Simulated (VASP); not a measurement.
Input:

```
AlP
1.0
    0.00000     2.66942     2.66942
    2.66942     0.00000     2.66942
    2.66942     2.66942     0.00000
Al P
1 1
Direct
  0.00000   0.00000   0.00000
  0.25000   0.25000   0.25000
```

These are PBE GGA with D3 dispersion (Becke-Johnson damping), VASP's PBE PAW potentials (set 64) (plane waves; VASP 6.6.1) values and carry that method's errors. Settings: 520 eV cut-off, 8×8×8 Γ-centred mesh, Gaussian smearing of 0.050 eV, potentials Al P.

Question: What does the run give for the energy per atom (σ→0), pressure, band gap (on the k-mesh) with the smallest direct gap where there is one?

Answer: 
```yaml
band gap (on the k-mesh): 1.44 eV
smallest direct gap (on the k-mesh): 3.68 eV
energy per atom (σ→0): -5.471 eV/atom
pressure: 6.25 GPa
```

Total energies compare only between runs with the same potentials, cut-off and functional.

The compound is AlP in the zinc blende structure. This cell is one point of a volume scan, at 0.94 of the reference volume.
